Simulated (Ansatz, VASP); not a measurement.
# RbZnH3: VASP beside Ansatz, part 2 of 3

One calculation is typed for both programs; each brings its own data sets. How far apart do they land? The cell is generated by rule, not measured, and may not be a known phase. The cell is taken from a series of runs on this material, whose earlier steps may have relaxed, scaled, displaced or heated it; both programs get it as it stands.

VASP 6.6.1 and Ansatz 0.2.0.

So far: The structure; Ansatz: zone-centre phonons, PBEsol.

## Step 3: VASP: zone-centre phonons, PBEsol

Level of this step: PBEsol; plane waves and PAW (Rb_sv, Zn, H); invented cell (VASP).

The same cell, functional and mesh now go to VASP, with its own data sets.

Lines of VASP's logs that name or quote its potential files are left out, and so is its time.

Contents of INCAR:

```
SYSTEM = RbZnH3
PREC = Accurate
ENCUT = 500
EDIFF = 1E-08
NELM = 120
ISMEAR = 0
SIGMA = 0.01
LREAL = .FALSE.
ALGO = Normal
GGA = PS
NBANDS = 34
LORBIT = 11
LWAVE = .FALSE.
LCHARG = .FALSE.
ISIF = 2
IBRION = 8
LEPSILON = .TRUE.
LASPH = .TRUE.
GGA_COMPAT = .FALSE.
EFERMI = MIDGAP
KPAR = 2
```

Contents of POSCAR:

```
RbZnH3
1.0
    5.3682094141      0.0000000000      0.0000000000
    0.0000000000      5.7773161094      0.0000000000
    0.0000000000      0.0000000000      5.1417966217
Rb Zn H
2 2 6
Direct
    0.0000000000      0.2538979378      0.4887926844
    0.0000000000      0.7461020622      0.9887926844
    0.5000000000      0.8232671040      0.4662101615
    0.5000000000      0.1767328960      0.9662101615
    0.5000000000      0.9315887631      0.1525562933
    0.2327973769      0.2953702632      0.9954572430
    0.5000000000      0.0684112369      0.6525562933
    0.2327973769      0.7046297368      0.4954572430
    0.7672026231      0.7046297368      0.4954572430
    0.7672026231      0.2953702632      0.9954572430
```

Contents of KPOINTS:

```
Automatic mesh
0
Gamma
4 4 4
0 0 0
```

The projector-augmented-wave data sets are Rb_sv, Zn and H (PBE family, release 64).

Started as:

```sh
$ mpirun -np 2 vasp_std
```

The log of the run:

```text
[banner, memory and clock lines left out]
running    2 mpi-ranks, on    1 nodes
 distrk:  each k-point on    1 cores,    2 groups
 distr:  one band on    1 cores,    1 groups

 POSCAR found type information on POSCAR RbZnH
 POSCAR found :  3 types and      10 ions
|                                                                             |
|               ----> ADVICE to this user running VASP <----                  |
|                                                                             |
|     You enforced a specific xc type in the INCAR file but a different       |
|     [... a line on the potential file left out ...]
|     I HOPE YOU KNOW WHAT YOU ARE DOING!                                     |
|                                                                             |

 LDA part: xc-table for (Slater+PW92), standard interpolation
 POSCAR, INCAR and KPOINTS ok, starting setup
 FFT: planning ... GRIDC
 FFT: planning ... GRID_SOFT
 FFT: planning ... GRID
 WAVECAR not read
 entering main loop
       N       E                     dE             d eps       ncg     rms          rms(c)
DAV:   1     0.333332489476E+03    0.33333E+03   -0.20582E+04  1836   0.139E+03
DAV:   2     0.793020967244E+01   -0.32540E+03   -0.30303E+03  1956   0.326E+02
DAV:   3    -0.262986482590E+02   -0.34229E+02   -0.33994E+02  2264   0.113E+02
DAV:   4    -0.288132187516E+02   -0.25146E+01   -0.25095E+01  2984   0.199E+01
DAV:   5    -0.288507934708E+02   -0.37575E-01   -0.37570E-01  2464   0.229E+00    0.995E+00
DAV:   6    -0.267973013893E+02    0.20535E+01   -0.31721E+00  2194   0.360E+01    0.640E+00
DAV:   7    -0.263753118927E+02    0.42199E+00   -0.35203E+00  2198   0.871E+00    0.194E+00
DAV:   8    -0.263845481145E+02   -0.92362E-02   -0.17814E-01  2396   0.212E+00    0.108E+00
DAV:   9    -0.263913486182E+02   -0.68005E-02   -0.25523E-02  2372   0.867E-01    0.210E-01
DAV:  10    -0.263922678792E+02   -0.91926E-03   -0.22612E-03  2468   0.331E-01    0.897E-02
DAV:  11    -0.263923899964E+02   -0.12212E-03   -0.64151E-04  2340   0.181E-01    0.349E-02
DAV:  12    -0.263924347608E+02   -0.44764E-04   -0.16330E-04  2182   0.118E-01    0.126E-02
DAV:  13    -0.263924397110E+02   -0.49502E-05   -0.23020E-05  2342   0.257E-02    0.579E-03
DAV:  14    -0.263924425336E+02   -0.28226E-05   -0.51527E-06  2028   0.100E-02    0.155E-03
DAV:  15    -0.263924430166E+02   -0.48294E-06   -0.58924E-07  2258   0.546E-03    0.107E-03
DAV:  16    -0.263924430705E+02   -0.53957E-07   -0.13467E-07  2046   0.307E-03    0.467E-04
DAV:  17    -0.263924430649E+02    0.56034E-08   -0.36066E-08  2084   0.964E-04
   1 F= -.26392443E+02 E0= -.26392443E+02  d E =0.000000E+00
 Linear response reoptimize wavefunctions to high precision
DAV:   1    -0.263924430559E+02    0.90668E-08   -0.24341E-09  1448   0.367E-04
DAV:   2    -0.263924430559E+02    0.18190E-11   -0.53591E-10  1136   0.142E-04
 Linear response G [H, r] |phi>, progress :
  Direction:   1
       N       E                     dE             d eps       ncg     rms
RMM:   1    -0.133899020340E+03   -0.13390E+03    0.93337E+02  2955   0.962E+01
RMM:   2    -0.135745330060E+03   -0.18463E+01   -0.32480E+01  3394   0.246E+01
RMM:   3    -0.136543367579E+03   -0.79804E+00   -0.63775E+00  3924   0.726E+00
RMM:   4    -0.136758655925E+03   -0.21529E+00   -0.21127E+00  4189   0.310E+00
RMM:   5    -0.136824844094E+03   -0.66188E-01   -0.56228E-01  4178   0.132E+00
RMM:   6    -0.136829221307E+03   -0.43772E-02   -0.12638E-01  4281   0.618E-01
RMM:   7    -0.136831966146E+03   -0.27448E-02    0.38563E-03  4371   0.313E-01
RMM:   8    -0.136832076769E+03   -0.11062E-03    0.27749E-02  4426   0.156E-01
RMM:   9    -0.136832661667E+03   -0.58490E-03    0.17046E-02  4394   0.832E-02
RMM:  10    -0.136832384583E+03    0.27708E-03    0.81981E-03  4411   0.451E-02
RMM:  11    -0.136832348989E+03    0.35593E-04    0.43597E-03  4376   0.263E-02
RMM:  12    -0.136832493032E+03   -0.14404E-03    0.29486E-04  4346   0.171E-02
RMM:  13    -0.136832473203E+03    0.19829E-04    0.63132E-05  4247   0.125E-02
RMM:  14    -0.136832474932E+03   -0.17284E-05   -0.53404E-04  4195   0.101E-02
RMM:  15    -0.136832466972E+03    0.79597E-05   -0.52942E-04  4123   0.879E-03
RMM:  16    -0.136832466766E+03    0.20542E-06   -0.68242E-04  4067   0.811E-03
RMM:  17    -0.136832468210E+03   -0.14438E-05   -0.56473E-04  3946   0.775E-03
RMM:  18    -0.136832467803E+03    0.40693E-06   -0.66595E-04  3871   0.753E-03
RMM:  19    -0.136832466758E+03    0.10456E-05   -0.59421E-04  3840   0.743E-03
 Linear response G [H, r] |phi>, progress :
  Direction:   2
       N       E                     dE             d eps       ncg     rms
RMM:   1    -0.140497949133E+03   -0.14050E+03    0.78427E+02  2992   0.925E+01
RMM:   2    -0.136587838459E+03    0.39101E+01   -0.26097E+01  3298   0.244E+01
[...]
RMM:   2    -0.211555175547E+00    0.24885E-02   -0.21262E-03  2952   0.304E-01    0.978E-02
RMM:   3    -0.211464694374E+00    0.90481E-04   -0.12520E-04  3694   0.560E-02    0.597E-02
RMM:   4    -0.211367359753E+00    0.97335E-04   -0.89085E-05  3738   0.349E-02    0.528E-03
RMM:   5    -0.211375688282E+00   -0.83285E-05   -0.10331E-05  3976   0.905E-03    0.250E-03
RMM:   6    -0.211382876520E+00   -0.71882E-05   -0.33675E-06  4151   0.390E-03    0.971E-04
[...]
RMM:  11    -0.170346993603E-01    0.56960E-07   -0.23587E-08  4993   0.168E-04    0.134E-05
RMM:  12    -0.170346428485E-01    0.56512E-07   -0.19377E-07  5028   0.972E-05    0.690E-06
RMM:  13    -0.170346353864E-01    0.74622E-08    0.10756E-07  5035   0.629E-05    0.261E-06
RMM:  14    -0.170346296107E-01    0.57756E-08    0.58521E-08  5064   0.473E-05    0.165E-06
 first order change of Fermi-energy  -0.33318E-01
 force on displaced ion       5 direction 2 :   0.000  -4.823   3.540
 Born effective charge ion    5 direction 2 :   0.000  -0.717   0.402
 Linear response progress:
  Degree of freedom:   9/ 12
       N       E                     dE             d eps       ncg     rms          rms(c)
RMM:   1    -0.169415407130E-01   -0.16942E-01    0.98180E-03  4070   0.563E-01
RMM:   2    -0.165646497727E-01    0.37689E-03   -0.16629E-03  3145   0.290E-01    0.128E-01
RMM:   3    -0.168345322055E-01   -0.26988E-03   -0.39762E-04  3444   0.877E-02    0.660E-02
RMM:   4    -0.173704106593E-01   -0.53588E-03   -0.19791E-04  3123   0.650E-02    0.146E-02
RMM:   5    -0.174250802993E-01   -0.54670E-04   -0.15264E-05  3881   0.212E-02    0.620E-03
RMM:   6    -0.174616817098E-01   -0.36601E-04   -0.11031E-06  3773   0.839E-03    0.101E-03
RMM:   7    -0.174666032195E-01   -0.49215E-05   -0.21135E-06  4517   0.283E-03    0.439E-04
RMM:   8    -0.174666856809E-01   -0.82461E-07   -0.74405E-07  4633   0.124E-03    0.235E-04
RMM:   9    -0.174673275468E-01   -0.64187E-06   -0.29737E-07  4700   0.588E-04    0.582E-05
RMM:  10    -0.174672157720E-01    0.11177E-06   -0.14606E-07  4667   0.298E-04    0.307E-05
RMM:  11    -0.174672213961E-01   -0.56241E-08   -0.10340E-07  5031   0.153E-04    0.141E-05
RMM:  12    -0.174671792437E-01    0.42152E-07    0.15763E-07  4927   0.860E-05    0.645E-06
RMM:  13    -0.174671860903E-01   -0.68466E-08   -0.13530E-07  5244   0.539E-05    0.177E-06
RMM:  14    -0.174671814683E-01    0.46221E-08   -0.20316E-08  5003   0.381E-05    0.213E-06
 first order change of Fermi-energy   0.89669E-01
 force on displaced ion       5 direction 3 :   0.000   3.541  -5.697
 Born effective charge ion    5 direction 3 :   0.000   0.386  -1.163
 Linear response progress:
  Degree of freedom:  10/ 12
       N       E                     dE             d eps       ncg     rms          rms(c)
RMM:   1    -0.188781340635E-01   -0.18878E-01   -0.15589E-02  5371   0.578E-01
RMM:   2    -0.162476925784E-01    0.26304E-02   -0.10760E-03  3784   0.306E-01    0.126E-01
RMM:   3    -0.166149462110E-01   -0.36725E-03   -0.42252E-04  4348   0.963E-02    0.655E-02
RMM:   4    -0.171466731809E-01   -0.53173E-03   -0.18969E-04  4228   0.542E-02    0.121E-02
RMM:   5    -0.171974398898E-01   -0.50767E-04   -0.18622E-05  4912   0.200E-02    0.588E-03
RMM:   6    -0.172330691288E-01   -0.35629E-04   -0.25297E-06  5371   0.670E-03    0.152E-03
RMM:   7    -0.172317649584E-01    0.13042E-05    0.18039E-06  5500   0.339E-03    0.486E-04
RMM:   8    -0.172322830023E-01   -0.51804E-06    0.18717E-07  6066   0.156E-03    0.299E-04
RMM:   9    -0.172322049817E-01    0.78021E-07    0.32559E-07  5689   0.768E-04    0.772E-05
RMM:  10    -0.172321317378E-01    0.73244E-07    0.26466E-07  6455   0.368E-04    0.368E-05
RMM:  11    -0.172321541830E-01   -0.22445E-07    0.95211E-08  6140   0.177E-04    0.148E-05
RMM:  12    -0.172321147922E-01    0.39391E-07   -0.17724E-06  6625   0.969E-05    0.618E-06
RMM:  13    -0.172321116903E-01    0.31019E-08    0.70185E-08  6339   0.600E-05    0.186E-06
 first order change of Fermi-energy  -0.13931E+00
 force on displaced ion       6 direction 1 :  -8.079   3.593   0.810
 Born effective charge ion    6 direction 1 :  -0.857   0.189   0.030
 Linear response progress:
  Degree of freedom:  11/ 12
       N       E                     dE             d eps       ncg     rms          rms(c)
RMM:   1    -0.169950002338E-01   -0.16995E-01   -0.91054E-03  5240   0.457E-01
RMM:   2    -0.159378020820E-01    0.10572E-02   -0.13522E-03  3747   0.229E-01    0.950E-02
RMM:   3    -0.162127637022E-01   -0.27496E-03   -0.31645E-04  4494   0.695E-02    0.498E-02
RMM:   4    -0.166886650005E-01   -0.47590E-03   -0.13700E-04  4401   0.392E-02    0.706E-03
RMM:   5    -0.167576160644E-01   -0.68951E-04   -0.18784E-05  5176   0.114E-02    0.246E-03
RMM:   6    -0.167682172413E-01   -0.10601E-04   -0.43299E-06  5458   0.515E-03    0.757E-04
RMM:   7    -0.167658615908E-01    0.23557E-05   -0.69996E-07  5701   0.224E-03    0.471E-04
RMM:   8    -0.167657936831E-01    0.67908E-07   -0.34432E-07  5835   0.124E-03    0.141E-04
RMM:   9    -0.167659078773E-01   -0.11419E-06    0.73992E-08  6359   0.582E-04    0.733E-05
RMM:  10    -0.167659830515E-01   -0.75174E-07   -0.21860E-07  5959   0.302E-04    0.236E-05
RMM:  11    -0.167658798294E-01    0.10322E-06    0.63168E-08  6482   0.163E-04    0.868E-06
RMM:  12    -0.167658806914E-01   -0.86192E-09    0.32570E-07  6570   0.101E-04    0.520E-06
RMM:  13    -0.167658693949E-01    0.11296E-07   -0.20960E-07  6556   0.714E-05    0.237E-06
RMM:  14    -0.167658650905E-01    0.43044E-08   -0.34594E-08  6289   0.590E-05    0.124E-06
 first order change of Fermi-energy  -0.23727E+00
 force on displaced ion       6 direction 2 :   3.588  -2.687  -0.336
 Born effective charge ion    6 direction 2 :   0.171  -0.664   0.017
 Linear response progress:
  Degree of freedom:  12/ 12
       N       E                     dE             d eps       ncg     rms          rms(c)
RMM:   1    -0.164027392047E-01   -0.16403E-01   -0.59474E-03  5234   0.431E-01
RMM:   2    -0.158211377180E-01    0.58160E-03   -0.10301E-03  3865   0.173E-01    0.839E-02
RMM:   3    -0.160655420911E-01   -0.24440E-03   -0.19781E-04  4633   0.532E-02    0.455E-02
RMM:   4    -0.165444341723E-01   -0.47889E-03   -0.96144E-05  4456   0.346E-02    0.539E-03
RMM:   5    -0.166280846931E-01   -0.83651E-04   -0.14791E-05  5206   0.106E-02    0.170E-03
RMM:   6    -0.166148293999E-01    0.13255E-04   -0.25553E-06  5708   0.399E-03    0.704E-04
RMM:   7    -0.166135864984E-01    0.12429E-05   -0.26054E-07  5895   0.170E-03    0.209E-04
RMM:   8    -0.166136870483E-01   -0.10055E-06    0.71778E-08  6066   0.801E-04    0.704E-05
RMM:   9    -0.166136908226E-01   -0.37744E-08   -0.65052E-08  6311   0.380E-04    0.385E-05
 first order change of Fermi-energy  -0.57083E-01
 force on displaced ion       6 direction 3 :   0.809  -0.336  -1.479
 Born effective charge ion    6 direction 3 :   0.028  -0.053  -0.678
 Born effective charges drift removed
 Linear response finished
```

(Continued in part 3 of 3.)

[Lines on the potential files, build, host, timing and source positions are cut from VASP's logs without a mark.]

[Logs are printed without paths, hosts, clocks, repeated set-up lines and the standing remarks that a program may print on its own settings, such as how far it seeks lower states.]

[Hosts, paths, dates, database ids (printed as entryN), source tags and the programs' standing remarks are cut or masked in the printed files.]
